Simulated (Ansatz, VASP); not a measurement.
# Cross-check of Ta20Te (Te/Ta(100)) between VASP and Ansatz, part 2 of 2

Aim: how closely do two programs agree when they are given the same cell, functional and k mesh? The cell is taken from a series of runs on this material, whose earlier steps may have relaxed, scaled, displaced or heated it; both programs get it as it stands. Other levels of theory on this material are compared in a session of their own.

VASP 6.6.1 and Ansatz 0.2.0.

So far: Set-up; Ansatz: single point, revPBE.

### 3. VASP: single point, revPBE

Level of this step: revPBE; plane waves and PAW (Ta_pv, Te) (VASP).

The same cell, functional, mesh and smearing now go to VASP, with its own data sets.

Lines of VASP's logs that name or quote its potential files are left out, and so is its time.

INCAR

```
SYSTEM = Ta20Te
PREC = Accurate
ENCUT = 400
EDIFF = 1E-06
NELM = 120
ISMEAR = -1
SIGMA = 0.1
LREAL = .FALSE.
ALGO = Normal
GGA = RE
NBANDS = 140
LASPH = .TRUE.
LORBIT = 11
LWAVE = .FALSE.
LCHARG = .FALSE.
ISIF = 2
LDIPOL = .TRUE.
IDIPOL = 3
DIPOL = 0.5 0.5 0.469
LVHAR = .TRUE.
GGA_COMPAT = .FALSE.
NELMDL = -8
KPAR = 4
```

POSCAR

```
Ta20Te
1.0
    6.6200000000      0.0000000000      0.0000000000
    0.0000000000      6.6200000000      0.0000000000
    0.0000000000      0.0000000000     26.7582090927
Ta Te
20 1
Direct
    0.0000000000      0.0000000000      0.3363453798
    0.2500000000      0.2500000000      0.3981955580
    0.0025888166      0.0025888166      0.4613834973
    0.2500000000      0.2500000000      0.5262959495
    0.9877939428      0.9877939428      0.5817877358
    0.0000000000      0.5000000000      0.3363453798
    0.2500000000      0.7500000000      0.3981955580
    0.0025888166      0.4974111834      0.4613834973
    0.2500000000      0.7500000000      0.5257809788
    0.9877939428      0.5122060572      0.5817877358
    0.5000000000      0.0000000000      0.3363453798
    0.7500000000      0.2500000000      0.3981955580
    0.4974111834      0.0025888166      0.4613834973
    0.7500000000      0.2500000000      0.5257809788
    0.5122060572      0.9877939428      0.5817877358
    0.5000000000      0.5000000000      0.3363453798
    0.7500000000      0.7500000000      0.3981955580
    0.4974111834      0.4974111834      0.4613834973
    0.7500000000      0.7500000000      0.5214590566
    0.5122060572      0.5122060572      0.5817877358
    0.2500000000      0.2500000000      0.6427811037
```

KPOINTS

```
Automatic mesh
0
Gamma
5 5 1
0 0 0
```

PAW data sets: Ta_pv and Te (PBE family, release 64).

On the command line:

```
$ mpirun -np 4 vasp_std
```

Numbers of over 12 decimals in the logs are rounded to 6 here.

What it wrote:

```text
[banner, memory and clock lines left out]
running    4 mpi-ranks, on    1 nodes
 distrk:  each k-point on    1 cores,    4 groups
 distr:  one band on    1 cores,    1 groups

 POSCAR found type information on POSCAR TaTe
 POSCAR found :  2 types and      21 ions
|                                                                             |
|               ----> ADVICE to this user running VASP <----                  |
|                                                                             |
|     You have a (more or less) 'large supercell' and for larger cells it     |
|     might be more efficient to use real-space projection operators.         |
|     Therefore, try LREAL= Auto in the INCAR file.                           |
|     Mind: For very accurate calculation, you might also keep the            |
|     reciprocal projection scheme (i.e. LREAL=.FALSE.).                      |
|                                                                             |

|                                                                             |
|               ----> ADVICE to this user running VASP <----                  |
|                                                                             |
|     You enforced a specific xc type in the INCAR file but a different       |
|     [... a line on the potential file left out ...]
|     I HOPE YOU KNOW WHAT YOU ARE DOING!                                     |
|                                                                             |

 LDA part: xc-table for (Slater+PW92), standard interpolation
 POSCAR, INCAR and KPOINTS ok, starting setup
 FFT: planning ... GRIDC
 FFT: planning ... GRID_SOFT
 FFT: planning ... GRID
 WAVECAR not read
 entering main loop
       N       E                     dE             d eps       ncg     rms          rms(c)
DAV:   1     0.164635207228E+04    0.16464E+04   -0.11246E+05  2168   0.114E+03
DAV:   2    -0.148606175493E+03   -0.17950E+04   -0.17505E+04  1976   0.334E+02
DAV:   3    -0.239293887086E+03   -0.90688E+02   -0.87077E+02  2008   0.640E+01
DAV:   4    -0.245109416453E+03   -0.58155E+01   -0.56942E+01  2344   0.127E+01
DAV:   5    -0.245287277537E+03   -0.17786E+00   -0.17698E+00  2184   0.221E+00
DAV:   6    -0.245296929197E+03   -0.96517E-02   -0.96278E-02  2368   0.440E-01
DAV:   7    -0.245297375637E+03   -0.44644E-03   -0.44581E-03  2344   0.876E-02
DAV:   8    -0.245297406553E+03   -0.30916E-04   -0.30880E-04  2200   0.175E-02    0.559E+01
DAV:   9    -0.263873179211E+03   -0.18576E+02   -0.24478E+02  2268   0.452E+01    0.358E+01
DAV:  10    -0.417406195847E+03   -0.15353E+03   -0.16178E+03  2428   0.632E+01    0.462E+01
DAV:  11    -0.256376804663E+03    0.16103E+03   -0.55377E+02  2372   0.445E+01    0.315E+01
DAV:  12    -0.232285766823E+03    0.24091E+02   -0.16570E+02  2272   0.235E+01    0.154E+01
DAV:  13    -0.223815190522E+03    0.84706E+01   -0.43834E+01  2280   0.136E+01    0.801E+00
DAV:  14    -0.221976929020E+03    0.18383E+01   -0.70135E+00  2320   0.691E+00    0.617E+00
[...]
DAV:  30    -0.220980463008E+03   -0.44091E-04   -0.68264E-06  1592   0.757E-03    0.726E-03
DAV:  31    -0.220980528424E+03   -0.65416E-04   -0.35665E-06  1576   0.419E-03    0.429E-03
DAV:  32    -0.220980558336E+03   -0.29912E-04   -0.12126E-06  1336   0.267E-03    0.157E-03
DAV:  33    -0.220980584604E+03   -0.26268E-04   -0.16518E-06  1440   0.155E-03    0.268E-03
DAV:  34    -0.220980595702E+03   -0.11098E-04   -0.88033E-07  1320   0.157E-03    0.170E-03
DAV:  35    -0.220980598565E+03   -0.28629E-05   -0.21428E-07  1144   0.807E-04    0.605E-04
DAV:  36    -0.220980600162E+03   -0.15975E-05   -0.17285E-07  1152   0.509E-04    0.488E-04
DAV:  37    -0.220980600744E+03   -0.58181E-06   -0.77816E-08  1024   0.400E-04
   1 F= -.22098060E+03 E0= -.22064542E+03  d E =-.670357E+00
```

OUTCAR, selected parts (step 3):

```text
ion  position               nearest neighbor table
   1  0.000  0.000  0.336-   2 2.87   7 2.87  12 2.87  17 2.87   6 3.31  11 3.31   6 3.31  11 3.31
                             3 3.35
   2  0.250  0.250  0.398-   1 2.87   6 2.87  11 2.87  16 2.87   3 2.87  13 2.87   8 2.87  18 2.87
                            12 3.31   7 3.31   7 3.31  12 3.31   4 3.43
   3  0.003  0.003  0.461-  19 2.86   2 2.87  12 2.89   7 2.89   4 2.90  14 2.91   9 2.91  17 2.91
                             5 3.22  13 3.28   8 3.28   8 3.34  13 3.34   1 3.35
   4  0.250  0.250  0.526-   5 2.87  10 2.87  15 2.87  20 2.87  13 2.90   8 2.90  18 2.90   3 2.90
                            21 3.12   9 3.31  14 3.31   9 3.31  14 3.31   2 3.43
   5  0.988  0.988  0.582-  19 2.75  14 2.78   9 2.78   4 2.87  21 2.95  10 3.15  15 3.15   3 3.22
                            15 3.47  10 3.47
   6  0.000  0.500  0.336-   2 2.87   7 2.87  12 2.87  17 2.87  16 3.31   1 3.31   1 3.31  16 3.31
                             8 3.35
   7  0.250  0.750  0.398-   1 2.87   6 2.87  11 2.87  16 2.87   3 2.89  13 2.89   8 2.89  18 2.89
                            17 3.31   2 3.31   2 3.31  17 3.31   9 3.41
   8  0.003  0.497  0.461-  19 2.86   2 2.87  12 2.89   7 2.89   4 2.90  14 2.91   9 2.91  17 2.91
                            10 3.22  18 3.28   3 3.28   3 3.34  18 3.34   6 3.35
   9  0.250  0.750  0.526-   5 2.78  10 2.78  15 2.78  20 2.78  13 2.91   8 2.91  18 2.91   3 2.91
                             4 3.31   4 3.31  19 3.31  19 3.31   7 3.41
  10  0.988  0.512  0.582-  19 2.75  14 2.78   9 2.78   4 2.87  21 2.95  20 3.15   5 3.15   8 3.22
                            20 3.47   5 3.47
  11  0.500  0.000  0.336-   2 2.87   7 2.87  12 2.87  17 2.87  16 3.31   1 3.31  16 3.31   1 3.31
                            13 3.35
  12  0.750  0.250  0.398-   1 2.87   6 2.87  11 2.87  16 2.87   3 2.89  13 2.89   8 2.89  18 2.89
                            17 3.31   2 3.31  17 3.31   2 3.31  14 3.41
  13  0.497  0.003  0.461-  19 2.86   2 2.87  12 2.89   7 2.89   4 2.90  14 2.91   9 2.91  17 2.91
                            15 3.22  18 3.28   3 3.28   3 3.34  18 3.34  11 3.35
  14  0.750  0.250  0.526-   5 2.78  10 2.78  15 2.78  20 2.78  13 2.91   8 2.91  18 2.91   3 2.91
                             4 3.31   4 3.31  19 3.31  19 3.31  12 3.41
  15  0.512  0.988  0.582-  19 2.75  14 2.78   9 2.78   4 2.87  21 2.95  20 3.15   5 3.15  13 3.22
                            20 3.47   5 3.47
  16  0.500  0.500  0.336-   2 2.87   7 2.87  12 2.87  17 2.87   6 3.31  11 3.31  11 3.31   6 3.31
                            18 3.35
  17  0.750  0.750  0.398-   1 2.87   6 2.87  11 2.87  16 2.87   3 2.91  13 2.91   8 2.91  18 2.91
                            19 3.30   7 3.31  12 3.31  12 3.31   7 3.31
  18  0.497  0.497  0.461-  19 2.86   2 2.87  12 2.89   7 2.89   4 2.90  14 2.91   9 2.91  17 2.91
                            20 3.22   8 3.28  13 3.28  13 3.34   8 3.34  16 3.35
  19  0.750  0.750  0.521-   5 2.75  10 2.75  15 2.75  20 2.75  13 2.86   8 2.86  18 2.86   3 2.86
                            17 3.30   9 3.31  14 3.31  14 3.31   9 3.31
  20  0.512  0.512  0.582-  19 2.75  14 2.78   9 2.78   4 2.87  21 2.95  10 3.15  15 3.15  18 3.22
                            15 3.47  10 3.47
  21  0.250  0.250  0.643-   5 2.95  10 2.95  15 2.95  20 2.95   4 3.12

  LATTYP: Found a simple tetragonal cell.
 ALAT       =     6.6200000000
 C/A-ratio  =     4.0420255427

 Subroutine GETGRP returns: Found  8 space group operations
 (whereof  2 operations were pure point group operations)

The static configuration has the point symmetry C_1h.
 The point group associated with its full space group is C_4v.

 Found      6 irreducible k-points:

   k-points           NKPTS =      6   k-points in BZ     NKDIM =      6   number of bands    NBANDS=    140

   dimension x,y,z NGX =    48 NGY =   48 NGZ =  180
   dimension x,y,z NGXF=    96 NGYF=   96 NGZF=  360

   ENCUT  =  400.0 eV  29.40 Ry    5.42 a.u.  10.80 10.80 43.64*2*pi/ulx,y,z

   NELECT =     226.0000    total number of electrons

 k-points in reciprocal lattice and weights: Automatic mesh
   0.00000000  0.00000000  0.00000000       0.040
   0.20000000  0.00000000  0.00000000       0.160
   0.40000000  0.00000000  0.00000000       0.160
   0.20000000  0.20000000  0.00000000       0.160
   0.40000000  0.20000000  0.00000000       0.320
   0.40000000  0.40000000  0.00000000       0.160

 dipolmoment           0.000000      0.000000     -0.011108 electrons x Angstroem

 average (electrostatic) potential at core
       1 -43.7434       2 -42.7268       3 -42.7491       4 -42.8550       5 -43.4492
       6 -43.7434       7 -42.7623       8 -42.7491       9 -42.5799      10 -43.4492
      11 -43.7434      12 -42.7623      13 -42.7491      14 -42.5799      15 -43.4492
      16 -43.7434      17 -42.7936      18 -42.7491      19 -42.3217      20 -43.4492
      21 -95.3946

 E-fermi :  -0.4293

 k-point     1 :       0.0000    0.0000    0.0000
  band No.  band energies     occupation
    ...
    107      -0.6523      1.80572
    108      -0.6523      1.80572
    109      -0.5432      1.51493
    110      -0.3319      0.54805
    111      -0.3319      0.54805
    112      -0.2326      0.24539
    113      -0.0789      0.05839
    114       0.0081      0.02488
    115       0.0242      0.02122
    116       0.0242      0.02122
    ...

 k-point     2 :       0.2000    0.0000    0.0000
  band No.  band energies     occupation
    ...
    108      -0.6535      1.80793
    109      -0.6051      1.70587
    110      -0.4779      1.23800
    111      -0.4550      1.12767
    112      -0.3251      0.52157
    113      -0.2519      0.28999
    114      -0.1877      0.16388
    115      -0.1773      0.14890
    116      -0.1144      0.08224
    117      -0.0005      0.02709
    ...

 k-point     3 :       0.4000    0.0000    0.0000
  band No.  band energies     occupation
    ...
    111      -0.6251      1.75267
    112      -0.5696      1.60536
    113      -0.4980      1.33064
    114      -0.3400      0.58102
    115      -0.3291      0.53710
    116      -0.2430      0.26858
    117      -0.1690      0.13786
    118      -0.0181      0.03221
    119       0.0098      0.02447
    120       0.0588      0.01506
    ...

  Total      -10.8273616    -10.8273616     -9.5739782      0.0000000      0.0000000     -0.0000000
  in kB      -14.7931343    -14.7931343    -13.0806702      0.0000000      0.0000000     -0.0000000
  external PRESSURE =     -14.2223129 kB  Pullay stress =       0.0000000 kB

  energy-cutoff  :      400.00
  volume of cell :     1172.66
      direct lattice vectors                 reciprocal lattice vectors
     6.620000000  0.000000000  0.000000000     0.151057402  0.000000000  0.000000000
     0.000000000  6.620000000  0.000000000     0.000000000  0.151057402  0.000000000
     0.000000000  0.000000000 26.758209093     0.000000000  0.000000000  0.037371709

 POSITION                                       TOTAL-FORCE (eV/Angst)
 -----------------------------------------------------------------------------------
      0.00000      0.00000      9.00000        -0.024017     -0.024017      1.216584
      1.65500      1.65500     10.65500        -0.000000     -0.000000     -1.218309
      0.01714      0.01714     12.34580         0.006763      0.006763      0.012545
      1.65500      1.65500     14.08274        -0.000000     -0.000000     -0.004781
      6.53920      6.53920     15.56760        -0.002004     -0.002004     -0.050202
      0.00000      3.31000      9.00000        -0.024017      0.024017      1.216584
      1.65500      4.96500     10.65500        -0.000000     -0.000000     -1.139028
      0.01714      3.29286     12.34580         0.006763     -0.006763      0.012545
      1.65500      4.96500     14.06896        -0.000000     -0.000000      0.003377
      6.53920      3.39080     15.56760        -0.002004      0.002004     -0.050202
      3.31000      0.00000      9.00000         0.024017     -0.024017      1.216584
      4.96500      1.65500     10.65500        -0.000000     -0.000000     -1.139028
      3.29286      0.01714     12.34580        -0.006763      0.006763      0.012545
      4.96500      1.65500     14.06896        -0.000000     -0.000000      0.003377
      3.39080      6.53920     15.56760         0.002004     -0.002004     -0.050202
      3.31000      3.31000      9.00000         0.024017      0.024017      1.216584
      4.96500      4.96500     10.65500        -0.000000     -0.000000     -1.163555
      3.29286      3.29286     12.34580        -0.006763     -0.006763      0.012545
      4.96500      4.96500     13.95331        -0.000000     -0.000000     -0.004130
      3.39080      3.39080     15.56760         0.002004      0.002004     -0.050202
      1.65500      1.65500     17.19967        -0.000000     -0.000000     -0.053631
 -----------------------------------------------------------------------------------
    total drift:                                0.000000      0.000000      0.002586

  FREE ENERGIE OF THE ION-ELECTRON SYSTEM (eV)
  ---------------------------------------------------
  free  energy   TOTEN  =      -220.9806007441 eV

  energy  without entropy=     -220.3102440320  energy(sigma->0) =     -220.64542239

 vacuum level on the upper side and lower side of the slab         3.377         3.423

 total charge
# of ion       s       p       d       tot
------------------------------------------
    1        0.372   6.066   2.254   8.691
    2        0.372   6.170   2.351   8.893
    3        0.362   6.176   2.328   8.866
    4        0.361   6.163   2.366   8.890
    5        0.377   6.103   2.323   8.803
    6        0.372   6.066   2.254   8.691
    7        0.371   6.170   2.339   8.880
    8        0.362   6.176   2.328   8.866
    9        0.377   6.180   2.390   8.947
   10        0.377   6.103   2.323   8.803
   11        0.372   6.066   2.254   8.691
   12        0.371   6.170   2.339   8.880
   13        0.362   6.176   2.328   8.866
   14        0.377   6.180   2.390   8.947
   15        0.377   6.103   2.323   8.803
   16        0.372   6.066   2.254   8.691
   17        0.369   6.173   2.322   8.865
   18        0.362   6.176   2.328   8.866
   19        0.389   6.182   2.467   9.038
   20        0.377   6.103   2.323   8.803
   21        1.357   2.024   0.044   3.426
--------------------------------------------------
tot          8.790 124.791  46.625 180.206

[... 3 further parts left out ...]
```

### 4. Comparison

Known differences besides the potentials themselves: the data sets hold 276 valence electrons in Ansatz (on its default PAW (the set named soft_2) files) and 226 in VASP; the cutoff is 420 eV in Ansatz and 400 eV in VASP; Ansatz makes its cores anew for this functional, VASP keeps those of its PBE data sets. Total energies have different zeros and are not compared.

Both answers:

```
                                   quantity  Ansatz  VASP  difference
 work function, lower of the two faces (eV)    3.80  3.81        0.00
work function, higher of the two faces (eV)    3.85  3.85        0.00
```

Where the cell holds vacuum, a pressure given here is an average over it and none of the material.

### 5. Outcome

```yaml
difference_in_work_function_lower_of_the_two_faces_single_point_revpbe: -0.0022 eV
```

What this shows: The difference in work function, lower of the two faces is -0.0022 eV (single point, revPBE). The data sets hold unlike numbers of valence electrons (276 in Ansatz and 226 in VASP), so part of the differences may come from the potentials. 3 further pairs of this series are not shown here. How closely two codes agree says nothing of how well the functional describes the real material.

[Lines on the potential files, build, host, timing and source positions are cut from VASP's logs without a mark.]

[Logs are printed without paths, hosts, clocks, repeated set-up lines and the standing remarks that a program may print on its own settings, such as how far it seeks lower states.]

[Hosts, paths, dates, database ids (printed as entryN), source tags and the programs' standing remarks are cut or masked in the printed files.]
